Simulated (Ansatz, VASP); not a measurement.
# Two plane-wave programs on Y3F

```
Y F
1.0
     6.25574    0.00000    0.00000
    -3.12787    5.41763    0.00000
     0.00000    0.00000    3.36787
Y F
3 1
Cartesian
  3.1279 0.0000 0.0000
  -1.5639 2.7088 0.0000
  1.5639 2.7088 0.0000
  0.0000 0.0000 0.0000
```

Alike in both runs: functional PBE; k mesh 6 × 6 × 4; occupations gaussian, width 0.1 eV; no spin polarisation.

Ansatz relaxed the structure, and its values are those at the end. VASP's run is a single point on that final structure, the one shown.

|  | VASP | Ansatz |
| --- | --- | --- |
| version | VASP 6.6.1 | Ansatz 0.2.0 |
| potentials or method | VASP PAW PBE potentials, release 64 (Y_sv, F) | scalar-relativistic, plane waves, PAW |
| plane-wave cutoff (eV) | 520 | 420 |
| valence electrons in the cell | 40 | 40 |

|  | VASP | Ansatz | Ansatz less VASP |
| --- | --- | --- | --- |
| gap on the k mesh at the Fermi level (eV) | none | none | - |
| pressure (GPa) | -0.2 | -0.1 | +0.10 |

A gap of «none» marks a metal or a gap that the smearing closes.

Caveats: the k mesh is coarse (spacing up to 0.47 Å⁻¹), so the values aren't converged.
